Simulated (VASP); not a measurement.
Consider the following.

```xyz
4
Lattice="2.0390 1.1772 7.2360 -2.0390 1.1772 7.2360 0.0000 -2.3545 7.2360" Properties=species:S:1:pos:R:3 pbc="T T T"
Tl     0.0000     0.0000    10.8541
Bi     0.0000     0.0000     0.0000
S      0.0000     0.0000     5.6661
S      0.0000     0.0000    16.0420
```

Level of theory: PBEsol GGA with spin-orbit coupling, VASP's PBE PAW potentials (set 64) (plane waves; VASP). Numerical set-up: 400 eV cut-off, 6×6×6 Γ-centred mesh, Gaussian smearing of 0.050 eV, potentials Tl_d Bi_d S.

Question: Estimate the energy per atom (σ→0), band gap (over mesh and band path) with the smallest direct gap where there is one.

Answer: 
```
Property                                               Result
---------------------------------------------  --------------
band gap (over mesh and band path)                    0.17 eV
smallest direct gap (over mesh and band path)         0.19 eV
energy per atom (σ→0)                          -4.546 eV/atom
```

The absolute energy has meaning only against runs of the same code, potentials and settings.

The structure comes from a computed database's TlBiS2 entry (R-3m); how it stands against other phases isn't given here. It was relaxed first.
